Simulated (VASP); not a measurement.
InSe2:

```xyz
6
Lattice="3.8949 0.0000 0.0000 0.0000 3.8949 0.0000 0.0000 0.0000 9.6262" Properties=species:S:1:pos:R:3 pbc="T T T"
In    1.9474    0.0000    2.8256
In    0.0000    1.9474    6.8006
Se    1.9474    1.9474    0.0000
Se    0.0000    0.0000    0.0000
Se    1.9474    0.0000    6.1010
Se    0.0000    1.9474    3.5252
```

The cell comes from a database or a generator and needn't be the stable form of this composition.

| Property | Result |
| --- | --- |
| Program | VASP 6.6.1 |
| Task | single point |
| Functional | PBE |
| Potentials or basis | VASP PAW PBE potentials, release 64 (In_d, Se) |
| Cutoff | 520 eV |
| k mesh | 7 × 7 × 3 |
| Occupations | fermi-dirac, width 0.05 eV |
| Spin | no spin polarisation |

On this cell: pressure -0.1 GPa; largest force 0.092 eV/Å; band gap on the k mesh none (metal or under the smearing width).

The same run follows on a disturbed copy (atoms moved at random, drawn with an rms of 0.05 Å):

```
In Se
1.0
     3.89489    0.00000    0.00000
     0.00000    3.89489    0.00000
     0.00000    0.00000    9.62623
In Se
2 4
Direct
  0.49272 0.01000 0.29212
  0.99401 0.50633 0.70505
  0.49203 0.50503 0.99834
  0.00540 0.99431 0.99940
  0.50056 0.01087 0.63587
  0.00047 0.49954 0.36723
```

Question: What does the disturbed cell give?

Answer: The energy (extrapolated to zero smearing) moves by +2.0 meV/atom; pressure 0.0 GPa; largest force 0.219 eV/Å; band gap on the k mesh none (metal or under the smearing width).

Forces in eV/Å, atoms in the order of the input:
```
In   0.070 -0.082  0.095
In   0.053  0.051 -0.079
Se   0.168 -0.136  0.032
Se  -0.155  0.122  0.042
Se  -0.066 -0.081 -0.020
Se  -0.069  0.126 -0.070
```

Stress tensor (GPa, compression positive):
```
-0.41 -0.07  0.05
-0.07 -0.33  0.12
 0.05  0.12  0.71
```
